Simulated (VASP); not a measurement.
Given:

```xyz
3
Lattice="0.0000 2.6631 2.6631 2.6631 0.0000 2.6631 2.6631 2.6631 0.0000" Properties=species:S:1:pos:R:3 pbc="T T T"
Cd     0.0000     0.0000     0.0000
F      1.3316     1.3316     1.3316
F      3.9947     3.9947     3.9947
```

Method: rev-vdW-DF2, VASP's PBE PAW potentials (set 64) (plane waves; VASP). Numerical set-up: 520 eV cut-off, 7×7×7 Γ-centred mesh, Gaussian smearing of 0.050 eV, potentials Cd F.

Predict the energy per atom (σ→0), pressure.

```json
{
  "energy per atom (σ→0)": "-1.596 eV/atom",
  "pressure": "7.52 GPa"
}
```

The compound is CdF2 in the fluorite structure. This cell is one point of a volume scan, at 0.94 of the reference volume.
